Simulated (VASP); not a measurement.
# RbLiMg6 (Amm2) in VASP: equation of state

How stiff is RbLiMg6 in PBE, and what volume does it want? The cell is scaled to several volumes.

All numbers are computed with VASP 6.6.1; they aren't measurements. Logs are shortened: lines on timing, memory, paths and dates and some standing lists are left out, and cuts for length are marked.

## 1. The structure

The structure is orthorhombic, space group Amm2 (No. 38). The conventional cell has a = 5.310 Å, b = 7.036 Å, c = 11.880 Å, α = 90.00°, β = 90.00°, γ = 90.00°. Around Rb (site symmetry mm2) lie 2 Li at 3.38 Å and 10 Mg at 3.43 to 3.54 Å. Mg (site symmetry mm2) has 10 Mg at 3.26 to 3.53 Å and 2 Rb at 3.52 Å as nearest neighbours. Mg (site symmetry m) is surrounded by 8 Mg at 3.20 to 3.53 Å and 2 Li at 3.30 Å and 2 Rb at 3.43 to 3.48 Å. Mg (site symmetry mm2) is surrounded by 10 Mg at 3.33 to 3.48 Å and 2 Li at 3.52 Å. Around Mg (site symmetry m) lie 1 Li at 3.03 Å and 7 Mg at 3.07 to 3.48 Å. Li (site symmetry mm2) has 6 Mg at 3.03 to 3.30 Å and 2 Rb at 3.38 Å as nearest neighbours.

The cell comes from a database or a generator and needn't be the stable form of this composition.

## 2. Equation of state, PBE, 26.07 Å³/atom (volume scaled by 0.94)

Contents of INCAR:

```
ALGO     = Normal         # electronic algorithm
EDIFF    = 1E-7           # SCF threshold, eV
ENCUT    = 520            # plane-wave cutoff, eV
GGA      = PE             # functional
ISIF     = 2              # what is computed and relaxed
ISMEAR   = -1             # smearing method
LASPH    = T              # aspherical terms in the spheres
LCHARG   = F              # write CHGCAR
LREAL    = F              # projectors in reciprocal space
LWAVE    = F              # write WAVECAR
NBANDS   = 22             # bands
NELM     = 60             # most SCF steps
PREC     = Accurate       # precision mode
SIGMA    = 0.05           # smearing width, eV
```

Contents of KPOINTS:

```
k-points
0
Gamma
  5 5 5
```

Contents of POSCAR:

```
RbLiMg6
1.0
    5.2011300768      0.0000000000      0.0000000000
    0.0000000000      3.4460649107      5.8186680168
    0.0000000000     -3.4460649107      5.8186680168
Rb Mg Li
1 6 1
Direct
    0.5000000000      0.6738780000      0.6738780000
    0.5000000000      0.1628770000      0.1628770000
    0.5000000000      0.6699890000      0.1722090000
    0.5000000000      0.1722090000      0.6699890000
    0.0000000000      0.3324210000      0.3324210000
    0.0000000000      0.8515110000      0.2877290000
    0.0000000000      0.2877290000      0.8515110000
    0.0000000000      0.8493840000      0.8493840000
```

Potentials or basis: VASP PAW PBE potentials, release 64 (Rb_sv, Mg, Li_sv).

On the command line:

```console
> cat potpaw_PBE.64/Rb_sv/POTCAR potpaw_PBE.64/Mg/POTCAR potpaw_PBE.64/Li_sv/POTCAR > POTCAR
> mpirun -np 1 vasp_std > vasp.out
```

OUTCAR:

```text
EDIFF = 1E-7
   ENCUT = 520
   GGA = PE
   ISIF = 2
   ISMEAR = -1
   LASPH = T
   LREAL = F
   NELM = 60
   PREC = Accurate

 Found     27 irreducible k-points:

 Following reciprocal coordinates:
            Coordinates               Weight
  0.000000  0.000000  0.000000      1.000000
  0.200000  0.000000  0.000000      2.000000
  0.400000  0.000000  0.000000      2.000000
  0.000000  0.200000  0.000000      4.000000
  0.200000  0.200000  0.000000      8.000000
  0.400000  0.200000  0.000000      8.000000
   k-points           NKPTS =     27   k-points in BZ     NKDIM =     27   number of bands    NBANDS=     22
   number of dos      NEDOS =    301   number of ions     NIONS =      8
   total plane-waves  NPLWV = 100000
   dimension x,y,z NGX =    40 NGY =   50 NGZ =   50
   dimension x,y,z NGXF=    80 NGYF=  100 NGZF=  100
   ions per type =               1   6   1
   NGX,Y,Z   is equivalent  to a cutoff of  12.79, 12.29, 12.29 a.u.
   NGXF,Y,Z  is equivalent  to a cutoff of  25.57, 24.58, 24.58 a.u.
 SYSTEM =  unknown system
   PREC   = accura    normal or accurate (medium, high low for compatibility)
   ISTART =      0    job   : 0-new  1-cont  2-samecut
   ICHARG =      2    charge: 1-file 2-atom 10-const
   ISPIN  =      1    spin polarized calculation?
   LNONCOLLINEAR =      F non collinear calculations
   LSORBIT =      F    spin-orbit coupling
   LASPH  =      T    aspherical Exc in radial PAW
   ENCUT  =  520.0 eV  38.22 Ry    6.18 a.u.   9.67 12.57 12.57*2*pi/ulx,y,z
   NELM   =     60;   NELMIN=  2; NELMDL= -5     # of ELM steps
   EDIFF  = 0.1E-06   stopping-criterion for ELM
   LREAL  =      F    real-space projection
   EDIFFG = 0.1E-05   stopping-criterion for IOM
   NSW    =      0    number of steps for IOM
   IBRION =     -1    ionic relax: 0-MD 1-quasi-New 2-CG
   NFREE  =      0    steps in history (QN), initial steepest desc. (CG)
   ISIF   =      2    stress and relaxation
   ISYM   =      2    0-nonsym 1-usesym 2-fastsym
   POTIM  = 0.5000    time-step for ionic-motion
   TEBEG  =    0.0;   TEEND  =   0.0 temperature during run
   PSTRESS=    0.0 pullay stress
   NELECT =      24.0000    total number of electrons
   NUPDOWN=      -1.0000    fix difference up-down
   EMIN   =  10.00;   EMAX   =-10.00  energy-range for DOS
   EFERMI =   0.00;   METHOD = LEGACY
   ISMEAR =    -1;   SIGMA  =   0.05  broadening in eV -4-tet -1-fermi 0-gaus
   EFERMI_NEDOS =   21; number of points for ismear=-14 and -15
   IALGO  =     38    algorithm
   IMIX   =      4    mixing-type and parameters
     AMIX     =   0.40;   BMIX     =  1.00
     AMIX_MAG =   1.60;   BMIX_MAG =  1.00
  volume/ion in A,a.u.               =      26.07       175.95
  Fermi-wavevector in a.u.,A,eV,Ry     =   0.796258  1.504709  8.626453  0.634026
  Thomas-Fermi vector in A             =   1.902746
   LORBIT       =      0    0 simple, 1 ext, 2 COOP (PROOUT), +10 PAW based schemes
   GGA     = PE    functional components
   LHFCALC =     F    Hartree Fock is set to
   AEXX    =    0.0000 exact exchange contribution
   IVDW    =     0    specifies the selected vdW correction
   LEPSILON=     F    determine dielectric tensor
   LRPA    =     F    only Hartree local field effects (RPA)
 non-spin polarized calculation
  energy-cutoff  :      520.00
  volume of cell :      208.58
 maximum number of plane-waves:      5641
 NGX is ok and might be reduce to    40
   NGX = 19   NGY = 25   NGZ = 25

 number of electron      23.9999999 magnetization

 Free energy of the ion-electron system (eV)
  ---------------------------------------------------
  ext. energy  EPLUGINS =         0.00000000
  ---------------------------------------------------
  free energy    TOTEN  =       -10.14257666 eV

  energy without entropy =      -10.10620737  energy(sigma->0) =      -10.12439201

 E-fermi :   2.0332     XC(G=0):  -8.0871

 val. band max:        2.0195033480   @ k =   0.4000   0.4000   0.4000
 cond. band min:       2.0336703079   @ k =   0.4000  -0.2000   0.2000
 fundamental gap:      0.0141669599
 Fermi energy:         2.0331659177

 k-point     1 :       0.0000    0.0000    0.0000
  band No.  band energies     occupation
      1     -44.9201      2.00000
      2     -25.6507      2.00000
      3      -9.9660      2.00000
      4      -9.9333      2.00000
      5      -9.8554      2.00000
      6      -3.8828      2.00000
[... 14 lines left out ...]
     21       5.0761      0.00000
     22       5.4262      0.00000

 k-point     2 :       0.2000    0.0000    0.0000
  band No.  band energies     occupation
      1     -44.9201      2.00000
      2     -25.6503      2.00000
      3      -9.9639      2.00000
      4      -9.9299      2.00000
      5      -9.8802      2.00000
      6      -3.6514      2.00000
[... 14 lines left out ...]
     21       6.7058      0.00000
     22       6.7347      0.00000

 k-point     3 :       0.4000    0.0000    0.0000
  band No.  band energies     occupation
      1     -44.9201      2.00000
      2     -25.6496      2.00000
      3      -9.9603      2.00000
      4      -9.9245      2.00000
      5      -9.9195      2.00000
      6      -2.9746      2.00000
[... 14 lines left out ...]
     21       7.8342      0.00000
     22       7.9627      0.00000

 k-point     4 :       0.0000    0.2000    0.0000
  band No.  band energies     occupation
      1     -44.9201      2.00000
      2     -25.6506      2.00000
      3      -9.9688      2.00000
      4      -9.9377      2.00000
      5      -9.8552      2.00000
      6      -3.7045      2.00000
[... 14 lines left out ...]
     21       5.5512      0.00000
     22       5.9175      0.00000

 k-point     5 :       0.2000    0.2000    0.0000
  band No.  band energies     occupation
      1     -44.9201      2.00000
      2     -25.6502      2.00000
      3      -9.9666      2.00000
      4      -9.9341      2.00000
      5      -9.8797      2.00000
      6      -3.4779      2.00000
[... 14 lines left out ...]
     21       5.9820      0.00000
     22       6.2903      0.00000

 k-point     6 :       0.4000    0.2000    0.0000
  band No.  band energies     occupation
      1     -44.9201      2.00000
      2     -25.6496      2.00000
      3      -9.9628      2.00000
      4      -9.9283      2.00000
      5      -9.9188      2.00000
      6      -2.8127      2.00000
[... 14 lines left out ...]
     21       6.6126      0.00000
     22       7.0660      0.00000

 [... further k-points ...]
[... 5 lines left out ...]
  --------------------------------------------------------------------------------------
  -------------------------------------------------------------------------------------
  Total        1.7615252      1.6069330      2.2476816      0.0000000      0.0000000      0.0000000
  in kB       13.5308381     12.3433662     17.2651607      0.0000000      0.0000000      0.0000000
  external PRESSURE =      14.3797883 kB  Pullay stress =       0.0000000 kB

 VOLUME and BASIS-vectors are now :
 -----------------------------------------------------------------------------
  energy-cutoff  :      520.00
  volume of cell :      208.58
      direct lattice vectors                 reciprocal lattice vectors
     5.201130077  0.000000000  0.000000000     0.192265909  0.000000000  0.000000000
     0.000000000  3.446064911  5.818668017     0.000000000  0.145093030  0.085930319
     0.000000000 -3.446064911  5.818668017     0.000000000 -0.145093030  0.085930319

 POSITION                                       TOTAL-FORCE (eV/Angst)
 -----------------------------------------------------------------------------------
      2.60057      0.00000      7.84214         0.000000      0.000000      0.051315
      2.60057      0.00000      1.89545         0.000000      0.000000     -0.002121
      2.60057      1.71538      4.90047         0.000000     -0.008367     -0.017947
      2.60057     -1.71538      4.90047         0.000000      0.008367     -0.017947
      0.00000      0.00000      3.86849         0.000000      0.000000     -0.025866
      0.00000      1.94283      6.62886         0.000000     -0.044965     -0.006642
      0.00000     -1.94283      6.62886         0.000000      0.044965     -0.006642
      0.00000      0.00000      9.88457         0.000000      0.000000      0.025849
 -----------------------------------------------------------------------------------
    total drift:                                0.000000     -0.000000      0.000589

  FREE ENERGIE OF THE ION-ELECTRON SYSTEM (eV)
  ---------------------------------------------------
  free  energy   TOTEN  =       -10.1425766593 eV

  energy  without entropy=      -10.1062073676  energy(sigma->0) =      -10.12439201
```

It took 2.5 min on 1 thread of Intel Xeon Platinum 8259CL at 2.50GHz (Skylake/Cascade Lake), shared host; peak memory 0.37 GiB.

Results:

* Free energy: -10.1426 eV
* Largest force: 0.051 eV/Å
* Band gap on the k mesh: none (metal or under the smearing width)

Caveat: the cutoff is under 1.25 times the usual one of these potentials, so pressure, stress and relaxed cells hold a basis-set (Pulay) error.

## 3. Equation of state, PBE, 26.63 Å³/atom (volume scaled by 0.96)

Contents of INCAR:

```
SYSTEM = RbLiMg6
PREC = Accurate
ENCUT = 520
EDIFF = 1E-7
ISMEAR = -1
SIGMA = 0.05
LREAL = .False.
LASPH = .True.
NELM = 100
ALGO = Normal
ISIF = 2
LWAVE = .False.
LCHARG = .False.
GGA = PE
NBANDS = 22
```

Contents of KPOINTS:

```
Automatic mesh
0
Gamma
  5 5 5
  0 0 0
```

POSCAR: that of step 2 with these lines changed.

```diff
@@ -2,5 +2,5 @@
 1.0
-    5.2011300768      0.0000000000      0.0000000000
-    0.0000000000      3.4460649107      5.8186680168
-    0.0000000000     -3.4460649107      5.8186680168
+    5.2377589602      0.0000000000      0.0000000000
+    0.0000000000      3.4703337731      5.8596459022
+    0.0000000000     -3.4703337731      5.8596459022
 Rb Mg Li
```

Potentials or basis: VASP PAW PBE potentials, release 64 (Rb_sv, Mg, Li_sv).

On the command line:

```console
> cat potpaw_PBE.64/Rb_sv/POTCAR potpaw_PBE.64/Mg/POTCAR potpaw_PBE.64/Li_sv/POTCAR > POTCAR
> mpirun -np 1 vasp_std > vasp.out
```

Wall time 2.9 min (1 thread of Intel Xeon Platinum 8259CL at 2.50GHz (Skylake/Cascade Lake), shared host); peak memory 0.4 GiB.

The run converged. Its results:

```
Free energy            : -10.1750 eV
Largest force          : 0.042 eV/Å
Band gap on the k mesh : none (metal or under the smearing width)
```

Caveat: the cutoff is under 1.25 times the usual one of these potentials, so pressure, stress and relaxed cells hold a basis-set (Pulay) error.

## 4. Equation of state, PBE, 27.18 Å³/atom (volume scaled by 0.98)

Contents of INCAR:

```
PREC     = Accurate       # precision mode
ENCUT    = 520            # plane-wave cutoff, eV
EDIFF    = 1E-7           # SCF threshold, eV
ISMEAR   = -1             # smearing method
SIGMA    = 0.05           # smearing width, eV
LREAL    = F              # projectors in reciprocal space
LASPH    = T              # aspherical terms in the spheres
NELM     = 80             # most SCF steps
ALGO     = Normal         # electronic algorithm
ISIF     = 2              # what is computed and relaxed
LWAVE    = F              # write WAVECAR
LCHARG   = F              # write CHGCAR
GGA      = PE             # functional
NBANDS   = 22             # bands
```

Contents of KPOINTS:

```
Automatic mesh
0
Gamma
  5 5 5
```

POSCAR: that of step 3 with these lines changed.

```diff
@@ -2,5 +2,5 @@
 1.0
-    5.2377589602      0.0000000000      0.0000000000
-    0.0000000000      3.4703337731      5.8596459022
-    0.0000000000     -3.4703337731      5.8596459022
+    5.2738825773      0.0000000000      0.0000000000
+    0.0000000000      3.4942678658      5.9000585303
+    0.0000000000     -3.4942678658      5.9000585303
 Rb Mg Li
```

On the command line:

```console
> cat potpaw_PBE.64/Rb_sv/POTCAR potpaw_PBE.64/Mg/POTCAR potpaw_PBE.64/Li_sv/POTCAR > POTCAR
> mpirun -np 1 vasp_std > vasp.out
```

It took 2.9 min on 1 thread of Intel Xeon Platinum 8259CL at 2.50GHz (Skylake/Cascade Lake), shared host; peak memory 0.4 GiB.

Results (log left out):

```
Free energy            : -10.1928 eV
Largest force          : 0.057 eV/Å
Band gap on the k mesh : none (metal or under the smearing width)
```

Caveat: the cutoff is under 1.25 times the usual one of these potentials, so pressure, stress and relaxed cells hold a basis-set (Pulay) error.

## 5. Equation of state, PBE, 28.29 Å³/atom (volume scaled by 1.02)

Contents of INCAR:

```
SYSTEM = RbLiMg6
PREC = Accurate ; ENCUT = 520
EDIFF = 1E-7 ; ISMEAR = -1
SIGMA = 0.05 ; LREAL = .False.
LASPH = .True. ; NELM = 60
ALGO = Normal ; ISIF = 2
LWAVE = .False. ; LCHARG = .False.
GGA = PE ; NBANDS = 22
```

Contents of KPOINTS:

```
Automatic mesh
0
Gamma
  5 5 5
  0 0 0
```

POSCAR: that of step 4 with these lines changed.

```diff
@@ -2,5 +2,5 @@
 1.0
-    5.2738825773      0.0000000000      0.0000000000
-    0.0000000000      3.4942678658      5.9000585303
-    0.0000000000     -3.4942678658      5.9000585303
+    5.3446813956      0.0000000000      0.0000000000
+    0.0000000000      3.5411763876      5.9792633981
+    0.0000000000     -3.5411763876      5.9792633981
 Rb Mg Li
```

On the command line:

```console
> cat potpaw_PBE.64/Rb_sv/POTCAR potpaw_PBE.64/Mg/POTCAR potpaw_PBE.64/Li_sv/POTCAR > POTCAR
> mpirun -np 1 vasp_std > vasp.out
```

Run time: 3.6 min. Hardware: 1 thread of Intel Xeon Platinum 8259CL at 2.50GHz (Skylake/Cascade Lake), shared host; peak memory 0.41 GiB.

Results (log left out):

* Free energy: -10.1905 eV
* Largest force: 0.085 eV/Å
* Band gap on the k mesh: none (metal or under the smearing width)

Caveat: the cutoff is under 1.25 times the usual one of these potentials, so pressure, stress and relaxed cells hold a basis-set (Pulay) error.

## 6. Equation of state, PBE, 28.85 Å³/atom (volume scaled by 1.04)

Contents of INCAR:

```
PREC = Accurate ; ENCUT = 520
EDIFF = 1E-7 ; ISMEAR = -1
SIGMA = 0.05 ; LREAL = False
LASPH = True ; NELM = 80
ALGO = Normal ; ISIF = 2
LWAVE = False ; LCHARG = False
GGA = PE ; NBANDS = 22
```

Contents of KPOINTS:

```
Automatic mesh
0
Gamma
  5 5 5
```

POSCAR: that of step 5 with these lines changed.

```diff
@@ -2,5 +2,5 @@
 1.0
-    5.3446813956      0.0000000000      0.0000000000
-    0.0000000000      3.5411763876      5.9792633981
-    0.0000000000     -3.5411763876      5.9792633981
+    5.3793880915      0.0000000000      0.0000000000
+    0.0000000000      3.5641716838      6.0180908717
+    0.0000000000     -3.5641716838      6.0180908717
 Rb Mg Li
```

Potentials or basis: VASP PAW PBE potentials, release 64 (Rb_sv, Mg, Li_sv).

On the command line:

```console
> cat potpaw_PBE.64/Rb_sv/POTCAR potpaw_PBE.64/Mg/POTCAR potpaw_PBE.64/Li_sv/POTCAR > POTCAR
> mpirun -np 1 vasp_std > vasp.out
```

It took 3.1 min on 1 thread of Intel Xeon Platinum 8259CL at 2.50GHz (Skylake/Cascade Lake), shared host; peak memory 0.41 GiB.

The run converged. Its results:

* Free energy: -10.1727 eV
* Largest force: 0.098 eV/Å
* Band gap on the k mesh: none (metal or under the smearing width)

Caveat: the cutoff is under 1.25 times the usual one of these potentials, so pressure, stress and relaxed cells hold a basis-set (Pulay) error.

## 7. Equation of state, PBE, 29.40 Å³/atom (volume scaled by 1.06)

Contents of INCAR:

```
SYSTEM = RbLiMg6
ALGO = Normal
EDIFF = 1E-7
ENCUT = 520
GGA = PE
ISIF = 2
ISMEAR = -1
LASPH = .TRUE.
LCHARG = .FALSE.
LREAL = .FALSE.
LWAVE = .FALSE.
NBANDS = 22
NELM = 60
PREC = Accurate
SIGMA = 0.05
```

Contents of KPOINTS:

```
k-points
0
G
  5 5 5
  0 0 0
```

POSCAR: that of step 6 with these lines changed.

```diff
@@ -2,5 +2,5 @@
 1.0
-    5.3793880915      0.0000000000      0.0000000000
-    0.0000000000      3.5641716838      6.0180908717
-    0.0000000000     -3.5641716838      6.0180908717
+    5.4136526337      0.0000000000      0.0000000000
+    0.0000000000      3.5868740263      6.0564236942
+    0.0000000000     -3.5868740263      6.0564236942
 Rb Mg Li
```

On the command line:

```console
> cat potpaw_PBE.64/Rb_sv/POTCAR potpaw_PBE.64/Mg/POTCAR potpaw_PBE.64/Li_sv/POTCAR > POTCAR
> mpirun -np 1 vasp_std > vasp.out
```

Run time: 3.5 min. Hardware: 1 thread of Intel Xeon Platinum 8259CL at 2.50GHz (Skylake/Cascade Lake), shared host; peak memory 0.41 GiB.

The run converged. Its results:

```yaml
Free_energy: -10.1453 eV
Largest_force: 0.110 eV/Å
Band_gap_on_the_k_mesh: none (metal or under the smearing width)
```

Caveat: the cutoff is under 1.25 times the usual one of these potentials, so pressure, stress and relaxed cells hold a basis-set (Pulay) error.

## 8. Equation of state, PBE

This step only gathers the single runs of the series.

Results:

```yaml
Equilibrium_volume: 27.67 Å³/atom
Bulk_modulus_at_fixed_shape_and_positions: 22 GPa
Pressure_derivative_of_the_bulk_modulus: 4.1
```

Energy against volume, from the lowest point:
```
volume (Å³/atom)  energy (meV/atom)
          26.073               6.88
          26.627               2.83
          27.182               0.59
          27.737               0.00
          28.292               0.89
          28.846               3.11
          29.401               6.54
```

Caveat: the cutoff is under 1.25 times the usual one of these potentials, so pressure, stress and relaxed cells hold a basis-set (Pulay) error; the cell was scaled at fixed shape and fractional positions, which overstates the stiffness of a crystal with free parameters, most of all of layers and chains.
